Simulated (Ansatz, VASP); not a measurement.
# Cross-check of MgAs2 between VASP and Ansatz

Wanted: the spread between two codes on one cell, functional and k mesh. The cell is generated by rule, not measured, and may not be a known phase. The cell is taken from a series of runs on this material, whose earlier steps may have relaxed, scaled, displaced or heated it; both programs get it as it stands.

Program: Ansatz 0.2.0. Level of theory: plane waves, with VASP 6.6.1 beside it; relaxation of cell and atoms at PBE with D3(BJ). Results are calculated unless marked as measured.

The structure was built from a prototype and need not be the compound's stable phase.

## Step 1: The starting structure

It takes space group I4/mmm (No. 139, tetragonal). Conventional cell: a = 3.614 Å, b = 3.614 Å, c = 8.571 Å, α = 90.00°, β = 90.00°, γ = 90.00°. Mg has 10 As at 2.85 to 3.02 Å nearest. Nearest to As lie 1 As at 2.54 Å and 5 Mg at 2.85 to 3.02 Å. Farther neighbours are not listed.

As a file:

```
Mg As
1.0
    -1.80713    1.80713    4.28553
     1.80713   -1.80713    4.28553
     1.80713    1.80713   -4.28553
Mg As
1 2
Direct
  0.00000 0.00000 0.00000
  0.35192 0.35192 0.00000
  0.64808 0.64808 0.00000
```

## Step 2: VASP: relaxation of cell and atoms, PBE with D3(BJ)

The relaxed volume is the usual yardstick between codes: in a stiff, nearly cubic crystal its relative difference is about their pressure difference at one cell divided by the bulk modulus.

Lines of VASP's logs that name or quote its potential files are left out, and so is its time.

The input, INCAR:

```
SYSTEM = MgAs2
PREC = Accurate
ENCUT = 600
EDIFF = 1E-07
NELM = 120
ISMEAR = 0
SIGMA = 0.1
LREAL = .FALSE.
ALGO = Normal
GGA = PE
IVDW = 12
NBANDS = 12
LORBIT = 11
LWAVE = .FALSE.
LCHARG = .FALSE.
ISIF = 3
IBRION = 2
NSW = 80
EDIFFG = -0.005
LASPH = .TRUE.
GGA_COMPAT = .FALSE.
NELMIN = 4
KPAR = 2
```

The input, POSCAR:

```
MgAs2
1.0
   -1.8071290000      1.8071290000      4.2855340000
    1.8071290000     -1.8071290000      4.2855340000
    1.8071290000      1.8071290000     -4.2855340000
Mg As
1 2
Direct
    0.0000000000      0.0000000000      0.0000000000
    0.3519223042      0.3519223042      0.0000000000
    0.6480776958      0.6480776958      0.0000000000
```

The input, KPOINTS:

```
Automatic mesh
0
Gamma
16 16 16
0 0 0
```

The projector-augmented-wave data sets are Mg and As (PBE family, release 64).

Launch:

```console
mpirun -np 2 vasp_std
```

Numbers of over 12 decimals in the logs are rounded to 6 here.

Output:

```text
[banner, memory and clock lines left out]
running    2 mpi-ranks, on    1 nodes
 distrk:  each k-point on    1 cores,    2 groups
 distr:  one band on    1 cores,    1 groups

 POSCAR found type information on POSCAR MgAs
 POSCAR found :  2 types and       3 ions
 LDA part: xc-table for (Slater+PW92), standard interpolation
 POSCAR, INCAR and KPOINTS ok, starting setup
 FFT: planning ... GRIDC
 FFT: planning ... GRID_SOFT
 FFT: planning ... GRID
 WAVECAR not read
 entering main loop
       N       E                     dE             d eps       ncg     rms          rms(c)
DAV:   1     0.372991627823E+02    0.37299E+02   -0.53629E+03  8416   0.921E+02
DAV:   2    -0.850487989347E+01   -0.45804E+02   -0.43489E+02 11012   0.127E+02
DAV:   3    -0.110088938368E+02   -0.25040E+01   -0.24712E+01 10568   0.306E+01
DAV:   4    -0.110272817648E+02   -0.18388E-01   -0.18381E-01  9432   0.291E+00
DAV:   5    -0.110273675438E+02   -0.85779E-04   -0.85778E-04 10268   0.220E-01    0.298E+00
DAV:   6    -0.109475749917E+02    0.79793E-01   -0.58326E-02  9248   0.124E+00    0.178E+00
DAV:   7    -0.109183403262E+02    0.29235E-01   -0.69203E-02  9568   0.139E+00    0.250E-01
DAV:   8    -0.109174400094E+02    0.90032E-03   -0.51826E-03  9260   0.431E-01    0.551E-02
DAV:   9    -0.109174184483E+02    0.21561E-04   -0.23213E-04 10100   0.101E-01    0.391E-02
DAV:  10    -0.109174142158E+02    0.42325E-05   -0.16167E-05  9452   0.252E-02    0.113E-02
DAV:  11    -0.109174130809E+02    0.11349E-05   -0.22509E-06  9416   0.973E-03    0.287E-03
DAV:  12    -0.109174132532E+02   -0.17232E-06   -0.32833E-07  9304   0.339E-03    0.977E-04
DAV:  13    -0.109174131518E+02    0.10141E-06   -0.17070E-08  4864   0.820E-04    0.672E-04
DAV:  14    -0.109174131915E+02   -0.39726E-07   -0.25839E-09  4680   0.342E-04
   1 F= -.12209779E+02 E0= -.12206318E+02  d E =-.122098E+02
[...]
2 F= -.12210038E+02 E0= -.12206558E+02  d E =-.259436E-03
[...]
3 F= -.12210043E+02 E0= -.12206564E+02  d E =-.263952E-03
[...]
4 F= -.12210145E+02 E0= -.12206672E+02  d E =-.102695E-03
[...]
5 F= -.12210310E+02 E0= -.12206855E+02  d E =-.267361E-03
[...]
6 F= -.12210226E+02 E0= -.12206841E+02  d E =-.183476E-03
[...]
7 F= -.12210347E+02 E0= -.12206911E+02  d E =-.304650E-03
 curvature:  -0.62 expect dE=-0.200E-04 dE for cont linesearch -0.586E-07
 trial: gam= 0.29197 g(F)=  0.486E-06 g(S)=  0.319E-04 ort = 0.357E-05 (trialstep = 0.177E+01)
 search vector abs. value=  0.459E-04
 bond charge predicted
       N       E                     dE             d eps       ncg     rms          rms(c)
DAV:   1    -0.109284550183E+02   -0.54020E-03   -0.29979E-03  9692   0.286E-01    0.258E-02
DAV:   2    -0.109284489445E+02    0.60738E-05   -0.88795E-05  9404   0.582E-02    0.144E-02
DAV:   3    -0.109284416034E+02    0.73412E-05   -0.11642E-05 10012   0.195E-02    0.173E-03
DAV:   4    -0.109284417203E+02   -0.11692E-06   -0.85295E-07  9124   0.563E-03    0.118E-03
DAV:   5    -0.109284417984E+02   -0.78101E-07   -0.19273E-08  4652   0.868E-04
   8 F= -.12210387E+02 E0= -.12206959E+02  d E =-.393465E-04
 trial-energy change:   -0.000039  1 .order   -0.000039   -0.000059   -0.000020
 step:   2.6735(harm=  2.6735)  dis= 0.00165  next Energy=   -12.210392 (dE=-0.446E-04)
 reached required accuracy - stopping structural energy minimisation
```

Parts of OUTCAR (step 2):

```text
ion  position               nearest neighbor table
   1  0.000  0.000  0.000-   3 2.85   3 2.85   3 2.85   2 2.85   3 2.85   2 2.85   2 2.85   2 2.85
                             2 3.02   3 3.02
   2  0.352  0.352  0.000-   3 2.54   1 2.85   1 2.85   1 2.85   1 2.85   1 3.02
   3  0.648  0.648  0.000-   2 2.54   1 2.85   1 2.85   1 2.85   1 2.85   1 3.02

  LATTYP: Found a body centered tetragonal cell.
 ALAT       =     3.6142580000
 C/A-ratio  =     2.3714599234

 Subroutine GETGRP returns: Found 16 space group operations
 (whereof 16 operations were pure point group operations)

The static configuration has the point symmetry D_4h.

 Found    349 irreducible k-points:

   k-points           NKPTS =    349   k-points in BZ     NKDIM =    349   number of bands    NBANDS=     12

   dimension x,y,z NGX =    40 NGY =   40 NGZ =   40
   dimension x,y,z NGXF=    80 NGYF=   80 NGZF=   80

   ENCUT  =  600.0 eV  44.10 Ry    6.64 a.u.   9.97  9.97  9.97*2*pi/ulx,y,z

   NELECT =      12.0000    total number of electrons

 k-points in reciprocal lattice and weights: Automatic mesh
   0.00000000  0.00000000  0.00000000       0.000
   0.06250000  0.00000000 -0.00000000       0.002
   0.12500000  0.00000000 -0.00000000       0.002
   0.18750000 -0.00000000  0.00000000       0.002
   0.25000000  0.00000000 -0.00000000       0.002
   0.31250000  0.00000000  0.00000000       0.002
   0.37500000 -0.00000000  0.00000000       0.002
   0.43750000  0.00000000  0.00000000       0.002
   0.50000000  0.00000000 -0.00000000       0.001
[...]
-0.43750000 -0.43750000  0.43750000       0.000
   0.50000000  0.50000000  0.50000000       0.000

 Edisp (eV)   -1.28243

 average (electrostatic) potential at core
       1 -36.6188       2 -49.4348       3 -49.4348

 E-fermi :   5.3900

 k-point     1 :       0.0000    0.0000    0.0000
  band No.  band energies     occupation
    ...
      3       0.4532      2.00000
      4       4.8107      2.00000
      5       4.8107      2.00000
      6       5.2918      1.83524
      7       5.2918      1.83524
      8       5.8424      0.00000
      9       7.8573      0.00000
     10       9.9418      0.00000
     11      10.9019      0.00000
     12      15.4922      0.00000

 k-point     2 :       0.0625    0.0000   -0.0000
  band No.  band energies     occupation
    ...
      3       0.5276      2.00000
      4       4.3089      2.00000
      5       4.7681      2.00000
      6       5.0052      2.00000
      7       5.3946      0.94779
      8       6.1946      0.00000
      9       8.1851      0.00000
     10      10.1029      0.00000
     11      11.1707      0.00000
     12      14.6606      0.00000

 k-point     3 :       0.1250    0.0000   -0.0000
  band No.  band energies     occupation
    ...
      2      -2.8146      2.00000
      3       0.7089      2.00000
      4       3.4239      2.00000
      5       4.5095      2.00000
      6       4.7062      2.00000
      7       5.6313      0.00064
      8       6.6867      0.00000
      9       8.7515      0.00000
     10      10.6377      0.00000
     11      11.8934      0.00000
    ...

 Edisp (eV)   -1.28194

  Total      -0.01132    -0.01132     0.00502     0.00000     0.00000     0.00000
  in kB      -0.32147    -0.32147     0.14259     0.00000     0.00000     0.00000
  external pressure =       -0.17 kB  Pullay stress =        0.00 kB

  energy-cutoff  :      600.00
  volume of cell :       56.43
      direct lattice vectors                 reciprocal lattice vectors
    -1.811114453  1.811114453  4.300663743     0.000000000  0.276073110  0.116261124
     1.811114453 -1.811114453  4.300663743     0.276073110  0.000000000  0.116261124
     1.811114453  1.811114453 -4.300663743     0.276073110  0.276073110  0.000000000

 POSITION                                       TOTAL-FORCE (eV/Angst)
 -----------------------------------------------------------------------------------
      0.00000      0.00000      0.00000         0.000000      0.000000     -0.000000
      0.00000      0.00000      3.03734         0.000000      0.000000      0.002691
      1.81111      1.81111      1.26333        -0.000000     -0.000000     -0.002691
 -----------------------------------------------------------------------------------
    total drift:                               -0.000000     -0.000000      0.000000

  FREE ENERGIE OF THE ION-ELECTRON SYSTEM (eV)
  ---------------------------------------------------
  free  energy   TOTEN  =       -12.2103867162 eV

  energy  without entropy=      -12.2035320882  energy(sigma->0) =      -12.20695940

 reached required accuracy - stopping structural energy minimisation

 total charge
# of ion       s       p       d       tot
------------------------------------------
    1        0.164   0.134   0.035   0.333
    2        1.299   1.368   0.044   2.711
    3        1.299   1.368   0.044   2.711
--------------------------------------------------
tot          2.761   2.870   0.123   5.754

[... 3 further parts left out ...]
```

## Step 3: Ansatz: relaxation of cell and atoms, PBE with D3(BJ)

Ansatz runs on its default PAW (the set named soft_2) files.

The same cell, functional, mesh and smearing now go to Ansatz, which takes its cutoff from its data sets.

The input, input.yaml:

```yaml
crystal:
  lattice:
    - [-1.8071289818, 1.8071289818, 4.2855340957]
    - [1.8071289818, -1.8071289818, 4.2855340957]
    - [1.8071289818, 1.8071289818, -4.2855340957]
  atoms:
    - { symbol: Mg, position: [0.0, 0.0, 0.0] }
    - { symbol: As, position: [0.3519222776, 0.3519222776, 0.0] }
    - { symbol: As, position: [0.6480777224, 0.6480777224, 0.0] }
kpoints:
  mp_grid: { grid: [16, 16, 16] }
hamiltonian:
  xc: pbe
  dispersion: d3bj
scf:
  occupations: { method: gaussian, width: 0.1 }
output:
  forces: true
  stress: true
  eigenvalues: true
relax:
  adjacent_minimum: "off"
  f_tol: 0.005
  max_steps: 80
  cell: { stress_tol: 0.05 }
```

Launch:

```console
ansatz run input.yaml --threads 8 --pin off --max-ram 14336MiB --backend cpu --events-out ev --progress --plain --runs-dir out
```

Output:

```text
Engine: ansatz 0.2.0, x86_64-unknown-linux-gnu
Pseudopotentials: kind: paw
Pseudopotential: Mg, paw, valence charge 10, recommended cutoff 420 eV (normal), Mg.paw.azcp
Pseudopotential: As, paw, valence charge 15, recommended cutoff 420 eV (normal), As.paw.azcp
Functional definition: PBE
  parameter kappa = 0.804
  parameter beta = 0.066725
  exchange = pbe_x(kappa = kappa, mu = beta*pi^2/3)
  correlation = pbe_c(beta = beta)
Crystal: 3 atoms, lattice volume = 55.981 Å³
Basis set: ecut = 420 eV, 1075 PW (Γ), exchange–correlation on 72×72×72 points (8 copies of the dense FFT grid, shifted against one another)
Bands: 24, of which v1, the nominal top of the filled ones, is band 20 counted from 1 (19 counted from 0)
Symmetry: 16 space group operations
Space group: I4/mmm (ITA 139), of the structure as read, at distance tolerance 3.8e-5 Å
k-points: 349 of 4096
Non-local potential: Mg, projectors of the file, l = 0: 3, l = 1: 2, l = 2: 1
Non-local potential: As, projectors of the file, l = 0: 2, l = 1: 2, l = 2: 3, l = 3: 1
PAW form: soft (Blöchl's): semilocal exchange-correlation on the pseudo side does not see the compensation charge
PAW one-centre angular grid: Mg, 110 points (default); XC on 64 Gauss nodes
PAW one-centre angular grid: As, 590 points (default); XC on 64 Gauss nodes
Initial density: superposition of atomic densities (neutral atoms: chi_scale 0, normalization atom), corrected by the library's trained network
Initial wavefunctions: pseudopotential atomic-orbital guess
Functional: x = pbe(κ = 0.804, μ = 0.219515), c = pbe(β = 0.066725)
SCF iter   1: F=—  HF=-11637.428809 eV  |F-HF|=—  |Δ(HF+E_count)|=         —  Δρ=1.97e-3  dr2=2.40e-3  ethr=1.77e-3  ⟨swp⟩=5.5  Hψ=35096  notcnv=0
preconditioner: auto → Kerker (q_TF=auto, 2.580 Å⁻¹)  [metal: Δε(μ)=0.005 eV  Ē_g=8.850 eV  σ=0.100 eV  W_gap=0.03  n_scr=14 (ndim 8)  ℏωp=17.2 eV  f_vac=0.000  D(μ)=1.38/eV (n_scr^D=10)]
SCF iter   2: F=—  HF=-11637.428097 eV  |F-HF|=—  |Δ(HF+E_count)|=   7.12e-4  Δρ=1.23e-3  dr2=1.06e-3  ethr=6.00e-6  ⟨swp⟩=2.0  Hψ=15762  notcnv=0
SCF iter   3: F=—  HF=-11637.427952 eV  |F-HF|=—  |Δ(HF+E_count)|=   1.44e-4  Δρ=3.33e-4  dr2=3.32e-5  ethr=2.66e-6  ⟨swp⟩=2.0  Hψ=14929  notcnv=0
SCF iter   4: F=—  HF=-11637.427924 eV  |F-HF|=—  |Δ(HF+E_count)|=   2.87e-5  Δρ=1.48e-4  dr2=8.25e-6  ethr=8.30e-8  ⟨swp⟩=2.0  Hψ=14750  notcnv=0
SCF iter   5: F=—  HF=-11637.427922 eV  |F-HF|=—  |Δ(HF+E_count)|=   1.92e-6  Δρ=5.02e-5  dr2=1.08e-6  ethr=2.06e-8  ⟨swp⟩=2.0  Hψ=15173  notcnv=0
SCF iter   6: F=—  HF=-11637.427921 eV  |F-HF|=—  |Δ(HF+E_count)|=   7.74e-7  Δρ=3.18e-5  dr2=4.15e-7  ethr=2.71e-9  ⟨swp⟩=2.0  Hψ=14928  notcnv=0
SCF iter   7: F=-11637.427921 eV  HF=-11637.427921 eV  |F-HF|=3.10e-8  |Δ(HF+E_count)|=   2.54e-7  Δρ=8.72e-6  dr2=3.23e-8  ethr=2.50e-10  ⟨swp⟩=3.6  Hψ=37123  notcnv=0
SCF 1 converged in 7 iterations: F = -11637.427921 eV  dr2 = 3.23e-8
  greatest PAW one-centre occupation: 1.000 electrons in one spin orbital (limit 2), on the Mg atom at site 0 (counted from 0), in its partial waves of l = 0
relax step   1: F+E_penalty+E_count = -11637.42792081 eV  Δ(F+E_penalty+E_count) = +0.000e0 eV  max|allowed force component| = 4.281e-2 eV/Å  Δτ_max = 0.0000 Å  P = +0.285 GPa  Ω = 55.981 Å³  (7 SCF iters, dr2 threshold 1.00e-7 eV, accepted)
[...]
relax step   2: F+E_penalty+E_count = -11637.42863646 eV  Δ(F+E_penalty+E_count) = -7.156e-4 eV  max|allowed force component| = 5.273e-2 eV/Å  Δτ_max = 0.0091 Å  P = -0.279 GPa  Ω = 56.582 Å³  energy of the carried Pulay correction = -7.367e-5 eV  (5 SCF iters, dr2 threshold 2.48e-7 eV, accepted)
[...]
relax step   3: F+E_penalty+E_count = -11637.42899353 eV  Δ(F+E_penalty+E_count) = -3.571e-4 eV  max|allowed force component| = 2.108e-2 eV/Å  Δτ_max = 0.0114 Å  P = +0.015 GPa  Ω = 56.629 Å³  energy of the carried Pulay correction = -7.942e-5 eV  (5 SCF iters, dr2 threshold 3.00e-7 eV, accepted)
[...]
relax step   4: F+E_penalty+E_count = -11637.42915983 eV  Δ(F+E_penalty+E_count) = -1.663e-4 eV  max|allowed force component| = 5.914e-3 eV/Å  Δτ_max = 0.0039 Å  P = -0.020 GPa  Ω = 56.545 Å³  energy of the carried Pulay correction = -6.915e-5 eV  (5 SCF iters, dr2 threshold 1.55e-7 eV, accepted)
[...]
relax step   5: F+E_penalty+E_count = -11637.42917203 eV  Δ(F+E_penalty+E_count) = -1.220e-5 eV  max|allowed force component| = 1.066e-3 eV/Å  Δτ_max = 0.0014 Å  P = -0.006 GPa  Ω = 56.557 Å³  energy of the carried Pulay correction = -7.058e-5 eV  (5 SCF iters, dr2 threshold 2.19e-9 eV, accepted)
[...]
relax step   6: F+E_penalty+E_count = -11637.42924294 eV  Δ(F+E_penalty+E_count) = -7.091e-5 eV  max|allowed force component| = 1.076e-3 eV/Å  Δτ_max = 0.0000 Å  P = -0.006 GPa  Ω = 56.557 Å³  stress off target by 1.29e-2 GPa  SCF on the basis re-selected at this cell (its energy is not comparable with the rows above)  (5 SCF iters)
basis re-selected at this cell: Δ(F+E_penalty+E_count) = -7.091e-5 eV, ΔP = +0.001 GPa vs the last step (what re-selecting the basis moved, of the pressure what is left beyond the Pulay correction that the steps carried, after the strain that the cell walked since its last selection, with what the two solves' SCF thresholds leave and, on support functions, any second-order correction that the steps lacked; it is no m [...]
SCF converged after 5 iterations
Free energy (F): -11637.429243 eV
Harris-Foulkes:  -11637.429243 eV  (|F-HF|=1.82e-12)
Internal energy: -11637.422534 eV  (E = F + TS)
E sigma→0 (E₀):  -11637.425889 eV
Entropy (-TS):   -0.006709 eV (-2.236 meV/atom)
Fermi energy:    10.613898 eV
--- Per-component energies (eV) ---
  E_band       = -764.208834
  E_kinetic    = 282.994457
  E_local      = -4592.099085  (includes V_loc(G=0)·N_el)
  E_nonlocal   = -1246.450175
  E_hartree    = 2275.455629
  E_xc         = -188.672206
  E_vxc        = -197.525763  (∫ρ·V_xc dr)
  E_paw        = -3961.526079  (= ΣΔE_a)
  E_vpaw       = 437.960463  (= ΣTr[D̂ρ^β])
  E_aug_tail   = 0.000010  (compensation charges beyond the density's cutoff)
  E_ewald      = -4205.845818
  E_disp       = -1.279267  (pairwise vdW)
  E_smearing   = -0.006709  (= −TS)
  E_closure    = 0.000000  (closes the sum)
  Σ components = -11637.429243   (vs F -11637.429243, Δ=0.00e0)
--- Forces (eV/Å), atoms counted from 1 ---
  atom   1  Mg     0.00000000     0.00000000     0.00000000
  atom   2  As     0.00000000    -0.00000000     0.00107612
  atom   3  As    -0.00000000     0.00000000    -0.00107612
  max |Σ_I F_I| component: 1.73e-18 eV/Å
--- Stress (GPa, compression-positive) ---
       -0.012897       0.000000       0.000000
        0.000000      -0.012897      -0.000000
        0.000000       0.000000       0.009064
  P = ⅓ Tr σ = -0.0056 GPa (-0.056 kbar)
--- Band table (eV; the first three rows and the last of 349) ---
  k-point 0: bands = [... 16 lower, 5.6760, 10.0782, 10.0782, 10.4760, 10.4760, 11.1327, 13.0680, 15.1610]
  k-point 1: bands = [... 16 lower, 5.7101, 9.5884, 9.8477, 10.0264, 10.2199, 11.8362, 13.6570, 15.5470]
  k-point 2: bands = [... 16 lower, 5.7914, 9.0329, 9.2458, 9.2968, 9.6363, 13.0072, 14.7726, 16.5034]
  k-point 348: bands = [... 16 lower, 8.4829, 8.4829, 8.6166, 13.1680, 13.6539, 13.6713, 13.6713, 13.6794]
--- Relaxed structure (5 steps of the walk, 5 accepted, 1 SCFs on fresh bases) ---
  F+E_penalty+E_count = -11637.42924294 eV   max|allowed force component| = 1.076e-3 eV/Å   (the final SCF, on the basis selected at the relaxed cell)
  cell:  # Å, volume = 56.5568 Å³
    - [-1.812455, 1.812455, 4.304177]
    - [1.812455, -1.812455, 4.304177]
    - [1.812455, 1.812455, -4.304177]
  atoms:
    - { symbol: Mg, position: [0, 0, 0] }
    - { symbol: As, position: [0.354015, 0.354015, 0] }
    - { symbol: As, position: [0.645985, 0.645985, 0] }
```

Reading the cycles: dr2 is the Hartree energy of the density residual (eV), the measure of convergence; HF is the Harris–Foulkes estimate of the energy, which meets the free energy F at convergence.

## Step 4: Comparison

Known differences besides the potentials themselves: the data sets hold 40 valence electrons in Ansatz (on its default PAW (the set named soft_2) files) and 12 in VASP; the cutoff is 420 eV in Ansatz and 600 eV in VASP; Ansatz adds a Pulay correction to the stress that steers its cell, VASP none. Total energies have different zeros and are not compared.

Both answers:

```
                                         quantity  Ansatz   VASP  difference
                                      volume (Å³)   56.56  56.43     +0.23 %
edge a after relaxation, in the typed setting (Å)   5.010  5.006     +0.08 %
```

## Step 5: Summary of results

```yaml
difference_in_volume_relaxation_of_cell_and_atoms_pbe_with_d3_bj: 0.23 %
```

**Reading.** The difference in volume is 0.23 % (relaxation of cell and atoms, PBE with D3(BJ)), within the 1.2 % picked in this series as the mark of a large difference, as far as the stopping tolerances let one tell. The data sets hold unlike numbers of valence electrons (40 in Ansatz and 12 in VASP), so part of the differences comes from the potentials. 2 further runs of this series are not shown here. How closely two codes agree says nothing of how well the functional describes the real material.

[Lines on the potential files, build, host, timing and source positions are cut from VASP's logs without a mark.]

[Logs are printed without paths, hosts, clocks, repeated set-up lines and the standing remarks that a program may print on its own settings, such as how far it seeks lower states.]

[Hosts, paths, dates, database ids (printed as entryN), source tags and the programs' standing remarks are cut or masked in the printed files.]
